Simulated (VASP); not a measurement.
Runs of VASP 6.6.1 on C. It takes space group P6_3/mmc (No. 194, hexagonal). Conventional cell: a = 2.461 Å, b = 2.461 Å, c = 6.440 Å, α = 90.00°, β = 90.00°, γ = 120.00°. C (site symmetry -6m2) has 3 C at 1.42 Å as nearest neighbours. C (site symmetry -6m2) is surrounded by 3 C at 1.42 Å. The cell was built by a generator and needn't be a form met in nature.

| level | gap on the mesh (eV) | pressure (GPa) |
| --- | --- | --- |
| vdW-DF | 0.43 | 7.5 |
| optB86b-vdW | 0.41 | (b) |
| vdW-DF2 | 0.42 | 6.6 |
| rev-vdW-DF2 | 0.41 | 2.0 |
| PBE | 0.43 | 3.9 |
| PBE+D4 | 0.43 | (a) |
| SCAN | 0.45 | -2.0 |
| PBE+D3(BJ) | 0.43 | (c) |

Alike in all rows: task single point; potentials or basis VASP PAW PBE potentials, release 64 (C); no spin polarisation; cell as given; k mesh 16 × 16 × 4; cutoff (eV) 520; smearing fermi-dirac 0.05 eV.

Question: Fill in the values left out.

Answer: (a) 0.4; (b) 2.6; (c) 2.5.

Caveats: the PAW data sets were made with another functional, which shifts forces and pressure a little (some runs); this functional lacks dispersion, which binds the layers, so the pressure and a relaxed spacing across them are unreliable (some runs).

A k mesh can miss the band edges.

Not every run made on this cell is shown here.
